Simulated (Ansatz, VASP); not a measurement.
# Cross-check of InAs between VASP and Ansatz

Aim: how closely do two programs agree when they are given the same cell, functional and k mesh? The structure shown comes from an earlier Ansatz run, which isn't shown and may have moved the atoms alone.

Program: Ansatz 0.2.0. Level of theory: plane waves, with VASP 6.6.1 beside it; elastic constants at PBEsol. Results are calculated unless marked as measured.

### Step 1. The starting structure

Symmetry: F-43m, No. 216, cubic system. The conventional cell has a = 6.107 Å, b = 6.107 Å, c = 6.107 Å, α = 90.00°, β = 90.00°, γ = 90.00°. Nearest to In lie 4 As at 2.64 Å. Nearest to As lie 4 In at 2.64 Å. Farther neighbours are not listed.

### Step 2. Ansatz: elastic constants, PBEsol

Ansatz runs on its default PAW (the set named soft_2) files.

Elastic constants are differences of stresses under small strains, so they test the stress and the mesh.

File input.yaml:

```yaml
crystal:
  lattice:
    - [0.0, 3.0533924592, 3.0533924592]
    - [3.0533924592, 0.0, 3.0533924592]
    - [3.0533924592, 3.0533924592, 0.0]
  atoms:
    - { symbol: In, position: [0.0, 0.0, 0.0] }
    - { symbol: As, position: [0.25, 0.25, 0.25] }
kpoints:
  mp_grid: { grid: [4, 4, 4] }
hamiltonian:
  xc: pbesol
scf:
  occupations: { method: methfessel_paxton, width: 0.25 }
output:
  forces: true
  stress: true
  eigenvalues: true
elastic:
  mode: relaxed_ion
  stencil: two_point
  amplitude: 0.01
```

The run is started by

```bash
ansatz run input.yaml --threads 4 --pin off --max-ram 16384MiB --backend cpu --events-out ev --progress --plain --runs-dir out
```

Numbers of over 12 decimals in the logs are rounded to 6 here.

Output:

```text
Engine: ansatz 0.2.0, aarch64-unknown-linux-gnu
Pseudopotentials: kind: paw
Pseudopotential: In, paw, valence charge 13, recommended cutoff 420 eV (normal), In.paw.azcp
Pseudopotential: As, paw, valence charge 15, recommended cutoff 420 eV (normal), As.paw.azcp
Functional definition: PBEsol
  exchange = pbesol_x
  correlation = pbesol_c
Crystal: 2 atoms, lattice volume = 56.935 Å³
Basis set: ecut = 420 eV, 1139 PW (Γ), exchange–correlation on 60×60×60 points (8 copies of the dense FFT grid, shifted against one another)
Bands: 18, of which v1, the nominal top of the filled ones, is band 14 counted from 1 (13 counted from 0)
Symmetry: 24 space group operations
Space group: F-43m (ITA 216), of the structure as read, at distance tolerance 3.8e-5 Å
k-points: 8 of 64 (time reversal used)
Non-local potential: In, projectors of the file, l = 0: 2, l = 1: 2, l = 2: 2, l = 3: 2
Non-local potential: As, projectors of the file, l = 0: 2, l = 1: 2, l = 2: 3, l = 3: 1
PAW form: soft (Blöchl's): semilocal exchange-correlation on the pseudo side does not see the compensation charge
PAW frozen core: In, regenerated for the run's functional, and the local potential with it (the file was generated under x = pbe(κ = 0.804, μ = 0.219515), c = pbe(β = 0.066725))
PAW frozen core: As, regenerated for the run's functional, and the local potential with it (the file was generated under x = pbe(κ = 0.804, μ = 0.219515), c = pbe(β = 0.066725))
PAW one-centre angular grid: In, 590 points (default); XC on 64 Gauss nodes
PAW one-centre angular grid: As, 590 points (default); XC on 64 Gauss nodes
Initial density: superposition of atomic densities (neutral atoms: chi_scale 0, normalization atom), corrected by the library's trained network
Initial wavefunctions: pseudopotential atomic-orbital guess
Functional: x = pbesol(κ = 0.804, μ = 0.123457), c = pbesol(β = 0.046)
SCF iter   1: F=—  HF=-10338.696703 eV  |F-HF|=—  |Δ(HF+E_count)|=         —  Δρ=3.14e-3  dr2=8.01e-3  ethr=1.77e-3  ⟨swp⟩=5.0  Hψ=646  notcnv=0
preconditioner: auto → none  [insulator: Δε(μ)=0.762 eV  Ē_g=14.436 eV  σ=0.250 eV  W_gap=0.66  n_scr=14 (ndim 8)  ℏωp=20.9 eV  f_vac=0.112  D(μ)=0.28/eV (n_scr^D=0)  ε∞_Penn≈3.1]
SCF iter   2: F=—  HF=-10338.692497 eV  |F-HF|=—  |Δ(HF+E_count)|=   4.21e-3  S|Δr|=    0.00e0  Δρ=1.05e-3  dr2=4.31e-4  ethr=2.86e-5  ⟨swp⟩=2.1  Hψ=251  notcnv=0
SCF iter   3: F=—  HF=-10338.692447 eV  |F-HF|=—  |Δ(HF+E_count)|=   5.01e-5  S|Δr|=    0.00e0  Δρ=3.22e-4  dr2=5.52e-5  ethr=1.54e-6  ⟨swp⟩=2.2  Hψ=245  notcnv=0
SCF iter   4: F=—  HF=-10338.692459 eV  |F-HF|=—  |Δ(HF+E_count)|=   1.26e-5  S|Δr|=    0.00e0  Δρ=1.52e-4  dr2=6.93e-6  ethr=1.97e-7  ⟨swp⟩=2.2  Hψ=186  notcnv=0
SCF iter   5: F=—  HF=-10338.692458 eV  |F-HF|=—  |Δ(HF+E_count)|=   1.12e-6  S|Δr|=    0.00e0  Δρ=1.59e-5  dr2=1.02e-7  ethr=2.47e-8  ⟨swp⟩=2.4  Hψ=202  notcnv=0
SCF iter   6: F=—  HF=-10338.692461 eV  |F-HF|=—  |Δ(HF+E_count)|=   2.91e-6  S|Δr|=    0.00e0  Δρ=3.35e-6  dr2=4.71e-9  ethr=3.65e-10  ⟨swp⟩=2.0  Hψ=257  notcnv=0
SCF iter   7: F=—  HF=-10338.692461 eV  |F-HF|=—  |Δ(HF+E_count)|=   4.54e-9  S|Δr|=    0.00e0  Δρ=9.97e-7  dr2=4.59e-10  ethr=1.68e-11  ⟨swp⟩=2.0  Hψ=258  notcnv=0
SCF iter   8: F=—  HF=-10338.692461 eV  |F-HF|=—  |Δ(HF+E_count)|=  8.11e-10  S|Δr|=    0.00e0  Δρ=1.73e-7  dr2=1.15e-11  ethr=1.64e-12  ⟨swp⟩=2.0  Hψ=218  notcnv=0
SCF iter   9: F=—  HF=-10338.692461 eV  |F-HF|=—  |Δ(HF+E_count)|=  1.82e-11  S|Δr|=    0.00e0  Δρ=4.34e-8  dr2=6.74e-13  ethr=4.10e-14 (applied; sched 1.00e-12)  ⟨swp⟩=2.0  Hψ=218  notcnv=0
SCF iter  10: F=-10338.692461 eV  HF=-10338.692461 eV  |F-HF|=0.00e0  |Δ(HF+E_count)|=    0.00e0  S|Δr|=    0.00e0  Δρ=2.12e-9  dr2=1.02e-15  ethr=1.00e-12  ⟨swp⟩=4.4  Hψ=492  notcnv=0
SCF 1 converged in 10 iterations: F = -10338.692461 eV  dr2 = 1.02e-15
  greatest PAW one-centre occupation: 0.999 electrons in one spin orbital (limit 2), on the As atom at site 1 (counted from 0), in its partial waves of l = 2
Crystal: 2 atoms, lattice volume = 56.365 Å³
Basis set: ecut = 420 eV, 1099 PW (Γ), exchange–correlation on 60×60×60 points (8 copies of the dense FFT grid, shifted against one another)
Symmetry: 8 space group operations
k-points: 13 of 64 (time reversal used)
Initial density: handed on by an earlier stage of this run
Initial wavefunctions: those handed on with the density
iter 1 solved again at ethr=5.17e-7 eV; its pass at ethr=3.10e-3 eV (dr2=1.45e-4 eV) is discarded
SCF iter   1: F=—  HF=-10338.691162 eV  |F-HF|=—  |Δ(HF+E_count)|=         —  Δρ=4.66e-4  dr2=1.38e-4  ethr=5.17e-7  ⟨swp⟩=2.0  Hψ=1385  notcnv=0
preconditioner: auto → none  [insulator: Δε(μ)=0.787 eV  Ē_g=14.506 eV  σ=0.250 eV  W_gap=0.56  n_scr=14 (ndim 8)  ℏωp=21.0 eV  f_vac=0.103  D(μ)=0.28/eV (n_scr^D=0)  ε∞_Penn≈3.1]
[...]
SCF iter   4: F=—  HF=-10338.691566 eV  |F-HF|=—  |Δ(HF+E_count)|=   1.65e-5  S|Δr|=    0.00e0  Δρ=8.84e-5  dr2=7.22e-6  ethr=2.85e-7  ⟨swp⟩=2.0  Hψ=571  notcnv=0
SCF iter   5: F=—  HF=-10338.691563 eV  |F-HF|=—  |Δ(HF+E_count)|=   2.88e-6  S|Δr|=    0.00e0  Δρ=1.84e-5  dr2=2.46e-7  ethr=2.58e-8  ⟨swp⟩=2.0  Hψ=577  notcnv=0
SCF iter   6: F=—  HF=-10338.691565 eV  |F-HF|=—  |Δ(HF+E_count)|=   1.55e-6  S|Δr|=    0.00e0  Δρ=8.02e-6  dr2=6.13e-8  ethr=8.80e-10  ⟨swp⟩=2.0  Hψ=577  notcnv=0
SCF iter   7: F=—  HF=-10338.691565 eV  |F-HF|=—  |Δ(HF+E_count)|=   9.41e-9  S|Δr|=    0.00e0  Δρ=1.41e-6  dr2=1.15e-9  ethr=2.19e-10  ⟨swp⟩=2.1  Hψ=556  notcnv=0
SCF iter   8: F=—  HF=-10338.691565 eV  |F-HF|=—  |Δ(HF+E_count)|=  9.93e-10  S|Δr|=    0.00e0  Δρ=3.22e-7  dr2=4.78e-11  ethr=4.11e-12  ⟨swp⟩=2.0  Hψ=557  notcnv=0
SCF iter   9: F=—  HF=-10338.691565 eV  |F-HF|=—  |Δ(HF+E_count)|=  1.27e-11  S|Δr|=    0.00e0  Δρ=5.84e-8  dr2=7.65e-13  ethr=1.71e-13 (applied; sched 1.00e-12)  ⟨swp⟩=2.0  Hψ=489  notcnv=0
SCF iter  10: F=-10338.691565 eV  HF=-10338.691565 eV  |F-HF|=0.00e0  |Δ(HF+E_count)|=  1.82e-12  S|Δr|=    0.00e0  Δρ=1.06e-8  dr2=3.76e-14  ethr=1.00e-12  ⟨swp⟩=4.9  Hψ=1183  notcnv=0
SCF 10 converged in 10 iterations: F = -10338.691565 eV  dr2 = 3.76e-14
relax step   1: F+E_penalty+E_count = -10338.69156503 eV  Δ(F+E_penalty+E_count) = +0.000e0 eV  max|allowed force component| = 7.446e-2 eV/Å  Δτ_max = 0.0000 Å  (10 SCF iters, accepted)
[...]
relax step   2: F+E_penalty+E_count = -10338.69198439 eV  Δ(F+E_penalty+E_count) = -4.194e-4 eV  max|allowed force component| = 1.060e-4 eV/Å  Δτ_max = 0.0056 Å  (8 SCF iters, accepted)
[...]
relax step   3: F+E_penalty+E_count = -10338.69198440 eV  Δ(F+E_penalty+E_count) = -8.495e-10 eV  max|allowed force component| = 1.923e-7 eV/Å  Δτ_max = 0.0000 Å  (4 SCF iters, accepted)
iter 1 solved again at ethr=1.00e-12 eV; its pass at ethr=3.10e-3 eV (dr2=7.50e-13 eV) is discarded
SCF iter   1: F=—  HF=-10338.691985 eV  |F-HF|=—  |Δ(HF+E_count)|=         —  Δρ=2.48e-8  dr2=1.50e-13  ethr=1.00e-12  ⟨swp⟩=2.0  Hψ=1631  notcnv=0
SCF iter   2: F=—  HF=-10338.691984 eV  |F-HF|=—  |Δ(HF+E_count)|=   3.10e-7  S|Δr|=    0.00e0  Δρ=1.61e-8  dr2=1.49e-13  ethr=5.37e-16 (applied; sched 1.00e-12)  ⟨swp⟩=3.0  Hψ=651  notcnv=0
SCF iter   3: F=-10338.691984 eV  HF=-10338.691984 eV  |F-HF|=1.82e-12  |Δ(HF+E_count)|=  1.82e-12  S|Δr|=    0.00e0  Δρ=9.70e-9  dr2=3.48e-14  ethr=1.00e-12  ⟨swp⟩=2.9  Hψ=1042  notcnv=0
SCF 13 converged in 3 iterations: F = -10338.691984 eV  dr2 = 3.48e-14
SCF converged after 10 iterations
Stability not checked: this state was not tested for a lower state beside it, because cold or Methfessel-Paxton smearing, or corrected tetrahedra, fill the levels in a way that the test cannot read (fill_not_monotonic; see scf.lower_state_search)
Free energy (F): -10338.692461 eV
Harris-Foulkes:  -10338.692461 eV  (|F-HF|=0.00e0)
Internal energy: -10338.690228 eV  (E = F + TS)
E sigma→0 (E₀):  -10338.691903 eV
Entropy (-TS):   -0.002233 eV (-1.116 meV/atom)
Fermi energy:    7.409034 eV
Step filling:    the computed levels leave a gap of 0.0000 eV = 0.0 smearing widths at the electron count; against every level under it full and every level over it empty, smearing changes F+E_penalty+E_count by -2.854 meV and its σ→0 estimate by -2.296 meV
--- Per-component energies (eV) ---
  E_band       = -323.673810
  E_kinetic    = 346.851710
  E_local      = -3318.759229  (includes V_loc(G=0)·N_el)
  E_nonlocal   = -299.717198
  E_hartree    = 1599.785926
  E_xc         = -291.720168
  E_vxc        = -178.610459  (∫ρ·V_xc dr)
  E_paw        = -5877.834425  (= ΣΔE_a)
  E_vpaw       = -73.010518  (= ΣTr[D̂ρ^β])
  E_aug_tail   = 0.000033  (compensation charges beyond the density's cutoff)
  E_ewald      = -2498.499209
  E_core_change = 1.202331  (= ΣΔE_core)
  E_smearing   = -0.002233  (= −TS)
  E_closure    = -0.000000  (closes the sum)
  Σ components = -10338.692461   (vs F -10338.692461, Δ=0.00e0)
--- Forces (eV/Å), atoms counted from 1 ---
  atom   1  In     0.00000000    -0.00000000    -0.00000000
  atom   2  As    -0.00000000     0.00000000    -0.00000000
  max |Σ_I F_I| component: 2.71e-16 eV/Å
--- Stress (GPa, compression-positive) ---
        0.001323      -0.000000      -0.000000
        0.000000       0.001323       0.000000
       -0.000000       0.000000       0.001323
  P = ⅓ Tr σ = 0.0013 GPa (0.013 kbar)
--- Band table (eV; the first three rows and the last of 8) ---
  k-point 0: bands = [... 10 lower, -4.3426, 6.9105, 7.3625, 7.3625, 7.3625, 11.1851, 11.1851, 11.1851]
  k-point 1: bands = [... 10 lower, -3.7665, 3.6649, 6.8092, 6.8092, 8.4447, 11.8839, 11.8839, 12.3430]
  k-point 2: bands = [... 10 lower, -2.9466, 1.6833, 6.4048, 6.4048, 8.1565, 11.9491, 11.9491, 14.0247]
  k-point 7: bands = [... 10 lower, -2.3849, 1.7269, 4.4902, 4.5717, 11.4069, 11.5469, 12.1824, 13.3162]
--- Elastic constants: 2 strain directions × 2 members + reference (group order 24) ---
  dense FFT box of the reference and of every strained cell: 30×30×30
  strains applied: 11, 23; error gains: componentwise 1.00 (the most a stress slope's error grows in a printed constant), spectral 1.73 (1 for all six strains in a standard setting)
  C = ∂σ_k/∂η_j (tension-positive GPa; Voigt order 11 22 33 23 13 12):
        74.948     44.899     44.899      0.000      0.000      0.000
        44.899     74.948     44.899      0.000      0.000     -0.000
        44.899     44.899     74.948      0.000     -0.000      0.000
        -0.000      0.000      0.000     28.138     -0.000     -0.000
        -0.000     -0.000      0.000      0.000     28.138      0.000
        -0.000      0.000     -0.000      0.000      0.000     28.138
  reference stress σ⁰ (GPa):     -0.001     -0.001     -0.001     -0.000      0.000     -0.000
  C* (energy form; C + prestress term) asymmetry max|C*_kj − C*_jk| = 1.421e-14 GPa — a small one proves nothing (zero by symmetry where the batch's group is 432, −43m or m−3m); a large one is finite-difference/SCF noise where every solve meets its electron count
  moduli (Voigt/Reuss/Hill, GPa): K = 54.92/54.92/54.92   G = 22.89/20.86/21.87   E = 57.93   ν = 0.324
  mechanically stable: yes (min eigenvalue of sym C = 28.14 GPa)
  strain η (Voigt 11):  stress-route row diagonal C_11 = 74.95 GPa, energy-path curvature d²(F+E_count+ΔE)/dδ²/Ω₀ = 74.84 GPa
         δ    σ_11 (GPa)             F (eV)   n_scf  n_hpsi   n_pw
    -1.000e-2      -0.7585      -10338.6911529       9    4904   1116   relax 0 steps, max|allowed force component| 1.93e-16 eV/Å
     1.000e-2       0.7405      -10338.6911513       6    3595   1139   relax 0 steps, max|allowed force component| 5.51e-17 eV/Å
  strain η (Voigt 23):  stress-route row diagonal C_44 = 28.14 GPa, energy-path curvature d²(F+E_count+ΔE)/dδ²/Ω₀ = 28.06 GPa
         δ    σ_23 (GPa)             F (eV)   n_scf  n_hpsi   n_pw
    -1.000e-2      -0.2814      -10338.6919844       3    3582   1124   relax 5 steps, max|allowed force component| 7.71e-8 eV/Å
     1.000e-2       0.2814      -10338.6919844       3    3568   1124   relax 3 steps, max|allowed force component| 1.92e-7 eV/Å
```

The column dr2 measures how far the density is from self-consistency, as an energy; F and HF (Harris–Foulkes) agree once it is small.

(Part 1 of 2 ends here.)

[Lines on the potential files, build, host, timing and source positions are cut from VASP's logs without a mark.]

[Logs are printed without paths, hosts, clocks, repeated set-up lines and the standing remarks that a program may print on its own settings, such as how far it seeks lower states.]

[Hosts, paths, dates, database ids (printed as entryN), source tags and the programs' standing remarks are cut or masked in the printed files.]
